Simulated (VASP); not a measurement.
Given:

```
CELL_PARAMETERS angstrom
      2.99087     0.00000     0.00000
      0.00000     2.99087     0.00000
      0.00000     0.00000     8.44931
ATOMIC_POSITIONS crystal
  Mg 0.50000 0.50000 0.75060
  Mg 0.50000 0.50000 0.24940
  Mg 0.00000 0.00000 0.50000
  Zn 0.00000 0.00000 0.00000
  O  0.00000 0.00000 0.25265
  O  0.00000 0.00000 0.74735
  O  0.50000 0.50000 0.00000
  O  0.50000 0.50000 0.50000
```

Method: PBEsol GGA, VASP's PBE PAW potentials (set 64) (plane waves; VASP 6.6.1). Run with 520 eV cut-off, 8×8×3 Γ-centred mesh, tetrahedra with Blöchl corrections, potentials Mg Zn O.

The cores are frozen, which limits the accuracy of field gradients.

Give the principal components of the electric field gradient (V/Å²) and the asymmetry η at each nucleus.

```tsv
atom	Vxx	Vyy	Vzz	η
Mg1	-0.1	-0.1	0.2	-
Mg2	-0.1	-0.1	0.2	-
Mg3	0.6	0.6	-1.2	0.00
Zn4	0.4	0.4	-0.7	0.00
O5	-9.8	-9.8	19.5	0.00
O6	-9.8	-9.8	19.5	0.00
O7	20.4	20.4	-40.9	0.00
O8	-0.2	-0.2	0.4	-
```

The structure comes from a computed database's Mg3ZnO4 entry (P4/mmm); how it stands against other phases isn't given here. It was relaxed first.
